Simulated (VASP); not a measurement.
Output of a VASP run:

### OUTCAR
```
 ion  position               nearest neighbor table
   1  0.000  0.000  0.000-   2 2.60   2 2.60   2 2.60   2 2.60   2 2.60   2 2.60
   2  0.500  0.500  0.500-   1 2.60   1 2.60   1 2.60   1 2.60   1 2.60   1 2.60
  LATTYP: Found a face centered cubic cell.
 ALAT       =     5.1952939052
 Subroutine PRICEL returns:
 Original cell was already a primitive cell.
 Subroutine GETGRP returns: Found 48 space group operations
The static configuration has the point symmetry O_h .
The dynamic configuration has the point symmetry O_h .
 Subroutine INISYM returns: Found 48 space group operations
 Subroutine IBZKPT returns following result:
 Found     47 irreducible k-points:

 Following reciprocal coordinates:
            Coordinates               Weight
  0.000000  0.000000  0.000000      1.000000
  0.100000  0.000000  0.000000      8.000000
  0.200000  0.000000  0.000000      8.000000
  0.300000  0.000000  0.000000      8.000000
  0.400000  0.000000  0.000000      8.000000
  0.500000  0.000000  0.000000      4.000000
  0.100000  0.100000  0.000000      6.000000
  0.200000  0.100000  0.000000     24.000000
  0.300000  0.100000  0.000000     24.000000
  0.400000  0.100000  0.000000     24.000000
  0.500000  0.100000  0.000000     24.000000
 -0.400000  0.100000  0.000000     24.000000
 -0.300000  0.100000  0.000000     24.000000
 -0.200000  0.100000  0.000000     24.000000
 -0.100000  0.100000  0.000000     12.000000
  0.200000  0.200000  0.000000      6.000000
  0.300000  0.200000  0.000000     24.000000
  0.400000  0.200000  0.000000     24.000000
  0.500000  0.200000  0.000000     24.000000
 -0.400000  0.200000  0.000000     24.000000
 -0.300000  0.200000  0.000000     24.000000
 -0.200000  0.200000  0.000000     12.000000
  0.300000  0.300000  0.000000      6.000000
  0.400000  0.300000  0.000000     24.000000
  0.500000  0.300000  0.000000     24.000000
 -0.400000  0.300000  0.000000     24.000000
 -0.300000  0.300000  0.000000     12.000000
  0.400000  0.400000  0.000000      6.000000
  0.500000  0.400000  0.000000     24.000000
 -0.400000  0.400000  0.000000     12.000000
  0.500000  0.500000  0.000000      3.000000
  0.300000  0.200000  0.100000     24.000000
  0.400000  0.200000  0.100000     48.000000
  0.500000  0.200000  0.100000     48.000000
 -0.400000  0.200000  0.100000     24.000000
  0.400000  0.300000  0.100000     24.000000
  0.500000  0.300000  0.100000     48.000000
 -0.400000  0.300000  0.100000     48.000000
 -0.300000  0.300000  0.100000     48.000000
 -0.200000  0.300000  0.100000     24.000000
   k-points           NKPTS =     47   k-points in BZ     NKDIM =     47   number of bands    NBANDS=      8
   number of dos      NEDOS =    601   number of ions     NIONS =      2
   total plane-waves  NPLWV =  21952
   dimension x,y,z NGX =    28 NGY =   28 NGZ =   28
   dimension x,y,z NGXF=    56 NGYF=   56 NGZF=   56
   ions per type =               1   1
   PREC   = accura    normal or accurate (medium, high low for compatibility)
   ISTART =      0    job   : 0-new  1-cont  2-samecut
   ICHARG =      2    charge: 1-file 2-atom 10-const
   ISPIN  =      1    spin polarized calculation?
   LNONCOLLINEAR =      F non collinear calculations
   LSORBIT =      F    spin-orbit coupling
   INIWAV =      1    electr: 0-lowe 1-rand  2-diag
   ENCUT  =  520.0 eV  38.22 Ry    6.18 a.u.   6.83  6.83  6.83*2*pi/ulx,y,z
   NELM   =    100;   NELMIN=  2; NELMDL= -5     # of ELM steps
   EDIFF  = 0.1E-06   stopping-criterion for ELM
   LREAL  =      F    real-space projection
   NLSPLINE    = F    spline interpolate recip. space projectors
   LMAXMIX     =    2 max onsite mixed and CHGCAR
   VOSKOWN=      0    Vosko Wilk Nusair interpolation
   EDIFFG = 0.1E-05   stopping-criterion for IOM
   NSW    =      0    number of steps for IOM
   NBLOCK =      1;   KBLOCK =      1    inner block; outer block
   IBRION =     -1    ionic relax: 0-MD 1-quasi-New 2-CG
...
```

**OSZICAR**
```
       N       E                     dE             d eps       ncg     rms          rms(c)
DAV:   1     0.267341304148E+02    0.26734E+02   -0.37866E+03   792   0.818E+02
DAV:   2    -0.527622781076E+01   -0.32010E+02   -0.31107E+02   976   0.107E+02
DAV:   3    -0.628286023489E+01   -0.10066E+01   -0.10066E+01   912   0.264E+01
DAV:   4    -0.628746297371E+01   -0.46027E-02   -0.46027E-02  1200   0.204E+00
DAV:   5    -0.628746991400E+01   -0.69403E-05   -0.69403E-05  1000   0.623E-02    0.448E+00
DAV:   6    -0.595553080884E+01    0.33194E+00   -0.88335E-01   784   0.467E+00    0.353E+00
DAV:   7    -0.592539489468E+01    0.30136E-01   -0.21679E-01   984   0.250E+00    0.233E+00
DAV:   8    -0.592722329950E+01   -0.18284E-02   -0.12425E-02   808   0.104E+00    0.911E-01
DAV:   9    -0.592714722316E+01    0.76076E-04   -0.46690E-04  1016   0.189E-01    0.283E-01
DAV:  10    -0.592717702639E+01   -0.29803E-04   -0.12934E-04  1056   0.739E-02    0.173E-02
DAV:  11    -0.592717366850E+01    0.33579E-05   -0.20528E-05   896   0.237E-02    0.420E-03
DAV:  12    -0.592717378838E+01   -0.11987E-06   -0.49539E-07   976   0.593E-03    0.130E-03
DAV:  13    -0.592717383632E+01   -0.47948E-07   -0.35492E-08   456   0.130E-03
   1 F= -.59271738E+01 E0= -.59271738E+01  d E =0.000000E+00
```

### OUTCAR
```
------------------------ aborting loop because EDIFF is reached ----------------------------------------
  FORCE on cell =-STRESS in cart. coord.  units (eV):
  Direction    XX          YY          ZZ          XY          YZ          ZX
  --------------------------------------------------------------------------------------
  Total        0.0072179      0.0072179      0.0072179      0.0000000      0.0000000      0.0000000
  in kB        0.3298785      0.3298785      0.3298785      0.0000000      0.0000000      0.0000000
  external PRESSURE =       0.3298785 kB  Pullay stress =       0.0000000 kB
  volume of cell :       35.06
      direct lattice vectors                 reciprocal lattice vectors
     0.000000000  2.597646953  2.597646953    -0.192481892  0.192481892  0.192481892
     2.597646953  0.000000000  2.597646953     0.192481892 -0.192481892  0.192481892
     2.597646953  2.597646953  0.000000000     0.192481892  0.192481892 -0.192481892
 POSITION                                       TOTAL-FORCE (eV/Angst)
 -----------------------------------------------------------------------------------
      0.00000      0.00000      0.00000        -0.000000     -0.000000     -0.000000
      2.59765      2.59765      2.59765         0.000000      0.000000      0.000000
 -----------------------------------------------------------------------------------
    total drift:                                0.000000      0.000000      0.000000
  FREE ENERGIE OF THE ION-ELECTRON SYSTEM (eV)
  ---------------------------------------------------
  free  energy   TOTEN  =        -5.9271738363 eV

  energy  without entropy=       -5.9271738363  energy(sigma->0) =       -5.92717384

 total charge

# of ion       s       p       d       tot
------------------------------------------
    1        0.133   0.127   0.040   0.299
    2        1.312   2.500   0.000   3.813
--------------------------------------------------
tot          1.445   2.627   0.040   4.112
```
(Selected blocks of OUTCAR.)

### POSCAR
```
MgS
1
    0.0000000000     2.5976469526     2.5976469526
    2.5976469526     0.0000000000     2.5976469526
    2.5976469526     2.5976469526     0.0000000000
Mg S
1 1
Direct
  1.0000000000   1.0000000000   0.0000000000
  0.5000000000   0.5000000000   0.5000000000
```

Problem. Reconstruct the remaining input files.

Solution. This is not unique; one that fits is the input of the run itself, vdW-DF-cx, plane waves, VASP's PBE PAW potentials (set 64).

INCAR:
```
! general
SYSTEM   = MgS
PREC     = Accurate
ENCUT    = 520
LREAL    = .False.
LASPH    = .True.

! electronic loop
EDIFF    = 1E-7
NELM     = 100
ALGO     = Normal

! smearing
ISMEAR   = -5

! functional
GGA      = CX
LUSE_VDW = .True.
AGGAC    = 0.0

! ions
ISIF     = 2

! output
LWAVE    = .False.
LCHARG   = .True.
LORBIT   = 11
NEDOS    = 601
```

### KPOINTS
```
Automatic
0
gamma
 10 10 10
0 0 0
```

POTCAR, in this order: Mg S (PBE.64 set). Program: vasp_std.

The compound is MgS in the rock salt structure. It was relaxed first.
